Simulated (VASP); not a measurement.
Consider the following.

```yaml
crystal:
  lattice:
    - [1.53000, 0.88335, 5.92393]
    - [-1.53000, 0.88335, 5.92393]
    - [0.00000, -1.76669, 5.92393]
  atoms:
    - { symbol: Ce, position: [0.00000, 0.00000, 0.00000], spin: 1.0 }
    - { symbol: O, position: [0.75230, 0.75230, 0.75230] }
    - { symbol: O, position: [0.58100, 0.58100, 0.58100] }
```

Level of theory: PBE GGA, VASP's PBE PAW potentials (set 64) (plane waves; VASP). Run with 400 eV cut-off, 6×6×6 Γ-centred mesh, Gaussian smearing of 0.10 eV, potentials Ce O.

The moments were started parallel, and other spin orders were not tried in this run.

### Question
What does the run give for the cell moment, energy per atom (σ→0), largest force?

### Answer

| Quantity | Result |
|---|---|
| cell moment | 0.00 μB |
| energy per atom (σ→0) | -7.278 eV/atom |
| largest force | 3.525 eV/Å |

Total energies compare only between runs with the same potentials, cut-off and functional.

The structure was generated: CeO2 was put into an ordered model structure, which need not be its known phase. The cell was not relaxed at this level.
